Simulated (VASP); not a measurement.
These are PBEsol GGA, VASP's PBE PAW potentials (set 64) (plane waves; VASP 6.6.1) values and carry that method's errors.

VASP input:

**POSCAR**
```
InSe
1
    4.0122516001     0.0000000000     0.0000000000
   -2.0061258001     3.4747122041     0.0000000000
    0.0000000000     0.0000000000    16.8039920723
In Se
4 4
Direct
  0.0000000000   0.0000000000   0.5826507832
  0.0000000000   0.0000000000   0.4173492168
  0.3333330000   0.6666670000   0.9173079078
  0.3333330000   0.6666670000   0.0826920922
  0.6666670000   0.3333330000   0.8411392993
  0.6666670000   0.3333330000   0.1588607007
  0.3333330000   0.6666670000   0.6587319231
  0.3333330000   0.6666670000   0.3412680769
```

### KPOINTS
```
K-points
0
G
  14 14 3
0 0 0
```

### INCAR
```
# general
SYSTEM =InSe
PREC   =Accurate
ENCUT  =400
LREAL  =.False.
LASPH  =.True.
NBANDS =135

# electronic loop
EDIFF  =1E-7
NELM   =100
ALGO   =Normal
LMAXMIX=4

# smearing
ISMEAR =0
SIGMA  =0.01

# functional
GGA    =PS

# output
LWAVE  =.False.
LCHARG =.False.
NEDOS  =1001

# other
LOPTICS=.True.
CSHIFT =0.1
```

POTCAR, in this order: In_d Se (PBE.64 set). Program: vasp_std.

The dielectric response may not be converged in the k-mesh; for small gaps it tends to come out too large. Without a dispersion term in the relaxation, distances and binding between the weakly bound layers, chains or molecules are unreliable, and so is what depends on them.

Task: Predict the energy per atom (σ→0).

Result: 
```json
{
  "energy per atom (σ→0)": "-3.899 eV/atom"
}
```

File OSZICAR:
```
...
DAV:  10    -0.311955289856E+02   -0.17599E-03   -0.38776E-04 18600   0.531E-02    0.877E-02
DAV:  11    -0.311956156274E+02   -0.86642E-04   -0.11658E-04 15024   0.285E-02    0.169E-02
DAV:  12    -0.311956173358E+02   -0.17085E-05   -0.66726E-06 18056   0.984E-03    0.119E-02
DAV:  13    -0.311956210184E+02   -0.36826E-05   -0.36811E-06 14400   0.347E-03    0.499E-03
DAV:  14    -0.311956219420E+02   -0.92360E-06   -0.42760E-07 14136   0.230E-03    0.142E-03
DAV:  15    -0.311956219610E+02   -0.19003E-07   -0.13648E-07 14408   0.882E-04
   1 F= -.31195622E+02 E0= -.31195622E+02  d E =-.412723E-33
 imaginary and real dielectric function
```

The structure comes from a computed database's InSe entry (P-6m2); how it stands against other phases isn't given here. It was relaxed first, which changed the volume by -9 %.
